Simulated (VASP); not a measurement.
```xyz
7
Lattice="3.8688 0.0000 0.0000 0.0000 3.8688 0.0000 0.0000 0.0000 3.8688" Properties=species:S:1:pos:R:3 pbc="T T T"
La     0.0000     0.0000     0.0000
B      3.1028     1.9344     1.9344
B      1.9344     0.7661     1.9344
B      1.9344     3.1028     1.9344
B      0.7661     1.9344     1.9344
B      1.9344     1.9344     3.1028
B      1.9344     1.9344     0.7661
```

Calculation: LDA (Ceperley-Alder, Perdew-Zunger), VASP's LDA PAW potentials (set 64) (plane waves; VASP 6.6.1). Numerical set-up: 620 eV cut-off, 8×8×8 Γ-centred mesh, first-order Methfessel-Paxton smearing of 0.10 eV, potentials La B.

Problem. What does the run give for the energy per atom (σ→0), pressure, band gap (on the k-mesh) with the smallest direct gap where there is one?

Solution. 
```
Property                                                     Value
------------------------  ----------------------------------------
band gap (on the k-mesh)  none (metal, semimetal or under 0.01 eV)
energy per atom (σ→0)                               -7.579 eV/atom
pressure                                                450.2 kbar
```

Only differences to runs with the same potentials and settings are physical.

The compound is LaB6 in the cab6 structure. It was relaxed first under an external pressure of 45 GPa. The electron count is odd and the run is not spin-polarised, which forces a metal.
